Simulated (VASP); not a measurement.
Computed with PBE GGA, VASP's PBE PAW potentials (set 64) (plane waves; VASP).

A VASP calculation is set up with these files.

**POSCAR**
```
MoSi2
1
   -1.6089595204     1.6089595204     3.9370153757
    1.6089595204    -1.6089595204     3.9370153757
    1.6089595204     1.6089595204    -3.9370153757
Si Mo
2 1
Direct
  0.6649224432   0.6649224432   0.0000000000
  0.3350775568   0.3350775568   0.0000000000
  0.0000000000   0.0000000000   0.0000000000
```

**INCAR**
```
SYSTEM  =  MoSi2
PREC  =  Accurate; ENCUT  =  500; LREAL  =  .FALSE.
LASPH  =  .TRUE.
EDIFF  =  1E-6; NELM  =  100; ALGO  =  Normal
LMAXMIX  =  4
ISMEAR  =  1; SIGMA  =  0.1
GGA  =  PE
IBRION  =  2; NSW  =  40; ISIF  =  3
EDIFFG  =  -0.02
LWAVE  =  .FALSE.; LCHARG  =  .FALSE.
```

### KPOINTS
```
Automatic mesh
0
Gamma
13 13 13
0 0 0
```

POTCAR, in this order: Si Mo_sv (PBE.64 set). Program: vasp_std.

Output of the run:

File OSZICAR:
```
       N       E                     dE             d eps       ncg     rms          rms(c)
DAV:   1     0.119971345001E+03    0.11997E+03   -0.11170E+04  5888   0.135E+03
DAV:   2    -0.212829912802E+02   -0.14125E+03   -0.13919E+03  7266   0.333E+02
DAV:   3    -0.241642495237E+02   -0.28813E+01   -0.28733E+01  7931   0.435E+01
DAV:   4    -0.241773572502E+02   -0.13108E-01   -0.13106E-01  6734   0.347E+00
DAV:   5    -0.241774783102E+02   -0.12106E-03   -0.12105E-03  8036   0.306E-01    0.209E+01
DAV:   6    -0.234267437818E+02    0.75073E+00   -0.76905E+00  6874   0.188E+01    0.454E+00
DAV:   7    -0.232968291963E+02    0.12991E+00   -0.11818E+00  6624   0.691E+00    0.436E+00
DAV:   8    -0.232620182734E+02    0.34811E-01   -0.12356E-01  6930   0.293E+00    0.453E-01
DAV:   9    -0.232613494718E+02    0.66880E-03   -0.23664E-03  7287   0.438E-01    0.252E-01
DAV:  10    -0.232613149090E+02    0.34563E-04   -0.77249E-04  6986   0.259E-01    0.580E-02
DAV:  11    -0.232613004046E+02    0.14504E-04   -0.30349E-04  6944   0.138E-01    0.427E-02
DAV:  12    -0.232612941957E+02    0.62088E-05   -0.31816E-05  6813   0.415E-02    0.102E-02
DAV:  13    -0.232612937396E+02    0.45615E-06   -0.13579E-06  4264   0.742E-03
   1 F= -.23261294E+02 E0= -.23261249E+02  d E =-.232613E+02
```

**OUTCAR**
```
------------------------ aborting loop because EDIFF is reached ----------------------------------------
  FORCE on cell =-STRESS in cart. coord.  units (eV):
  Direction    XX          YY          ZZ          XY          YZ          ZX
  --------------------------------------------------------------------------------------
  Total        0.0005395      0.0005395      0.0090279      0.0000000      0.0000000      0.0000000
  in kB        0.0212015      0.0212015      0.3547981      0.0000000      0.0000000      0.0000000
  external PRESSURE =       0.1324004 kB  Pullay stress =       0.0000000 kB
  volume of cell :       40.77
      direct lattice vectors                 reciprocal lattice vectors
    -1.608959520  1.608959520  3.937015376     0.000000000  0.310759838  0.126999758
     1.608959520 -1.608959520  3.937015376     0.310759838  0.000000000  0.126999758
     1.608959520  1.608959520 -3.937015376     0.310759838  0.310759838  0.000000000
 POSITION                                       TOTAL-FORCE (eV/Angst)
 -----------------------------------------------------------------------------------
      0.00000      0.00000      5.23562        -0.000000     -0.000000      0.001448
      0.00000      0.00000      2.63841        -0.000000     -0.000000     -0.001448
      0.00000      0.00000      0.00000         0.000000      0.000000     -0.000000
 -----------------------------------------------------------------------------------
    total drift:                               -0.000000     -0.000000      0.000000
  FREE ENERGIE OF THE ION-ELECTRON SYSTEM (eV)
  ---------------------------------------------------
  free  energy   TOTEN  =       -23.2612937396 eV

  energy  without entropy=      -23.2611588937  energy(sigma->0) =      -23.26124879

 reached required accuracy - stopping structural energy minimisation
```
(Selected blocks of OUTCAR.)

File OUTCAR:
```
 val. band max:       12.0596290890   @ k =  -0.3077  -0.3846   0.3077

 cond. band min:      12.0960590830   @ k =   0.0769  -0.0000   0.0000


 Fermi energy:        12.0781061170

 k-point     1 :       0.0000    0.0000    0.0000
  band No.  band energies     occupation
      1     -48.6769      2.00000
      2     -22.8174      2.00000
      3     -22.7513      2.00000
      4     -22.7513      2.00000
      5      -1.2551      2.00000
      6       5.7589      2.00000
      7       8.6395      2.00000
      8       9.0752      2.00000
      9       9.4772      2.00000
     10       9.4772      2.00000
     11      12.4167     -0.00002
     12      15.1258      0.00000
     13      15.3073      0.00000
     14      15.5285      0.00000
     15      15.5285      0.00000

 k-point     2 :       0.0769   -0.0000    0.0000
  band No.  band energies     occupation
      1     -48.6759      2.00000
      2     -22.8164      2.00000
      3     -22.7654      2.00000
      4     -22.7500      2.00000
      5      -1.1487      2.00000
      6       5.7613      2.00000
      7       8.2799      2.00000
      8       9.0823      2.00000
      9       9.5481      2.00000
     10       9.6695      2.00000
     11      12.0961      0.70150
     12      14.6839      0.00000
     13      15.0167      0.00000
     14      15.5496      0.00000
     15      15.8590      0.00000

 k-point     3 :       0.1538   -0.0000    0.0000
  band No.  band energies     occupation
      1     -48.6731      2.00000
      2     -22.8136      2.00000
      3     -22.8041      2.00000
      4     -22.7464      2.00000
      5      -0.8342      2.00000
      6       5.7243      2.00000
      7       7.6526      2.00000
      8       9.0431      2.00000
      9       9.7501      2.00000
     10       9.8918      2.00000
     11      11.4577      2.00000
     12      14.0057     -0.00000
     13      14.3889      0.00000
     14      16.0679      0.00000
     15      16.2526      0.00000
...
```

The compound is MoSi2 in the MoSi2 type structure. It was relaxed first.
